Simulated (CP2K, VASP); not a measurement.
## Y3Ge: equilibrium volume by level of theory

It takes space group I4/mmm (No. 139, tetragonal). The conventional cell has a = 4.531 Å, b = 4.531 Å, c = 10.394 Å, α = 90.00°, β = 90.00°, γ = 90.00°. Y (site symmetry 4/mmm) has 4 Ge at 3.20 Å and 8 Y at 3.45 Å as nearest neighbours. Y (site symmetry -4m2) has 8 Y at 3.20 to 3.45 Å and 4 Ge at 3.45 Å as nearest neighbours. Around Ge (site symmetry 4/mmm) lie 12 Y at 3.20 to 3.45 Å.

The cell comes from a database or a generator and needn't be the stable form of this composition.

| rung | level | program and potentials | cutoff (eV) | k mesh | smearing | equilibrium volume (Å³/atom) | notes |
| --- | --- | --- | --- | --- | --- | --- | --- |
| LDA | LDA | VASP, LDA PAW files Ge_d, Y_sv, 600 eV | 600 | 6 × 6 × 6 | fermi-dirac 0.05 | 23.98 | 11.75 valence electrons an atom on average |
| GGA | AM05 | VASP, PBE PAW files Ge_d, Y_sv, 600 eV | 600 | 6 × 6 × 6 | fermi-dirac 0.05 | 25.27 | potentials made for PBE; 11.75 valence electrons an atom on average |
| GGA | BLYP | VASP, PBE PAW files Ge_d, Y_sv, 600 eV | 600 | 6 × 6 × 6 | fermi-dirac 0.05 | 27.78 | potentials made for PBE; 11.75 valence electrons an atom on average |
| GGA + dispersion | BLYP+D3(zero damping) | VASP, PBE PAW files Ge_d, Y_sv, 600 eV | 600 | 6 × 6 × 6 | fermi-dirac 0.05 | 25.54 | potentials made for PBE; 11.75 valence electrons an atom on average |
| GGA + dispersion | BLYP+D4 | VASP, PBE PAW files Ge_d, Y_sv, 600 eV | 600 | 6 × 6 × 6 | fermi-dirac 0.05 | 26.11 | potentials made for PBE; 11.75 valence electrons an atom on average |
| GGA | PBE | VASP, PBE PAW files Ge_d, Y_sv, 600 eV | 600 | 6 × 6 × 6 | fermi-dirac 0.05 | 26.54 | 11.75 valence electrons an atom on average |
| GGA | PBEsol | VASP, PBE PAW files Ge_d, Y_sv, 600 eV | 600 | 6 × 6 × 6 | fermi-dirac 0.05 | 25.14 | potentials made for PBE; 11.75 valence electrons an atom on average |
| GGA | PW91 | VASP, PBE PAW files Ge_d, Y_sv, 600 eV | 600 | 6 × 6 × 6 | fermi-dirac 0.05 | 26.43 | potentials made for PBE; 11.75 valence electrons an atom on average |
| GGA | RPBE | VASP, PBE PAW files Ge_d, Y_sv, 600 eV | 600 | 6 × 6 × 6 | fermi-dirac 0.05 | 27.48 | potentials made for PBE; 11.75 valence electrons an atom on average |
| GGA | revPBE | CP2K, POTENTIAL_UZH Y GTH-PBE-q11, Ge GTH-PBE-q4; TZVP-MOLOPT-PBE-GTH basis | - | 6 × 6 × 6 | fermi-dirac 0.05 | 27.22 | atomic basis; potentials made for PBE; 9.25 valence electrons an atom on average |
| GGA | revPBE | VASP, PBE PAW files Ge_d, Y_sv, 600 eV | 600 | 6 × 6 × 6 | fermi-dirac 0.05 | 27.22 | potentials made for PBE; 11.75 valence electrons an atom on average |
| meta-GGA | r2SCAN | VASP, PBE PAW files Ge_d, Y_sv, 600 eV | 600 | 6 × 6 × 6 | fermi-dirac 0.05 | 26.50 | potentials made for PBE; 11.75 valence electrons an atom on average |

Task: relaxation of cell and atoms. All rows: no spin polarisation. Smearing widths are in eV. For a metal such meshes aren't converged. Meshes are those of the run's cell of 4 atoms unless a note names another. Relaxations start from the cell shown or near it and stop with a little pressure left. Runs on faulty files, with rough fits or with known faults for this quantity aren't shown. No row holds spin-orbit coupling.

By rung: LDA 23.98; GGA 25.14 to 27.78; GGA + dispersion 25.54 to 26.11; meta-GGA 26.50; GGA in atomic bases 27.22 (Å³/atom).
